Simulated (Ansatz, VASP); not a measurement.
# One calculation of InSb3N, two programs

The input INCAR:

```
  PREC = Accurate
  ENCUT = 600
  EDIFF = 1E-7
  ISMEAR = 0
  SIGMA = 0.1
  LREAL = False
  LASPH = True
  NELM = 100
  ALGO = Normal
  ISIF = 3
  LWAVE = False
  LCHARG = False
  GGA = PE
  IBRION = 2
  NSW = 100
  EDIFFG = -0.005
```

KPOINTS

```
regular mesh
0
Gamma
  8 8 8
```

File POSCAR:

```
InSb3N
1.0
    4.8381323944      0.0000000000      0.0000000000
    0.0000000000      4.8381323944      0.0000000000
    0.0000000000      0.0000000000      4.8381323944
In Sb N
1 3 1
Direct
    0.0000000000      0.0000000000      0.0000000000
    0.5000000000      0.5000000000      0.0000000000
    0.0000000000      0.5000000000      0.5000000000
    0.5000000000      0.0000000000      0.5000000000
    0.5000000000      0.5000000000      0.5000000000
```

Input for Ansatz:

```yaml
crystal:
  lattice:
    - [4.8381323944, 0.0, 0.0]
    - [0.0, 4.8381323944, 0.0]
    - [0.0, 0.0, 4.8381323944]
  atoms:
    - { symbol: In, position: [0.0, 0.0, 0.0] }
    - { symbol: Sb, position: [0.5, 0.5, 0.0] }
    - { symbol: Sb, position: [0.0, 0.5, 0.5] }
    - { symbol: Sb, position: [0.5, 0.0, 0.5] }
    - { symbol: "N", position: [0.5, 0.5, 0.5] }
basis:
  ecutwfc: 420
kpoints:
  mp_grid: { grid: [8, 8, 8] }
hamiltonian:
  xc: pbe
scf:
  occupations: { method: gaussian, width: 0.1 }
output:
  forces: true
  stress: true
  eigenvalues: true
relax:
  adjacent_minimum: "off"
  f_tol: 0.005
  max_steps: 80
  cell: { stress_tol: 0.05 }
```

The cell comes from a database or a generator and needn't be the stable form of this composition.

Alike in both runs: task relaxation of cell and atoms; functional PBE; k mesh 8 × 8 × 8; occupations gaussian, width 0.1 eV; no spin polarisation.

|  | VASP | Ansatz |
| --- | --- | --- |
| version | VASP 6.6.1 | Ansatz 0.2.0 |
| potentials or method | VASP PAW PBE potentials, release 64 (In_d, Sb, N) | scalar-relativistic, plane waves, PAW |
| plane-wave cutoff (eV) | 600 | 420 |
| valence electrons in the cell | 33 | 63 |

VASP gave:

| Quantity | Value |
| --- | --- |
| gap on the k mesh at the Fermi level, each at its own relaxed structure (eV) | none |
| relaxed volume (Å³/atom) | 22.72 |
| relaxed cell length with the largest relative difference (Å) | 4.843 |

**Question.** What did Ansatz give for the same quantities?

**Answer.** gap on the k mesh at the Fermi level, each at its own relaxed structure (eV): none; relaxed volume (Å³/atom): 22.82; relaxed cell length with the largest relative difference (Å): 4.851.

A gap of «none» marks a metal or a gap that the smearing closes. The two sets of potentials don't hold the same shells in valence.

Spin-orbit coupling is left out, which matters for the levels of Sb.
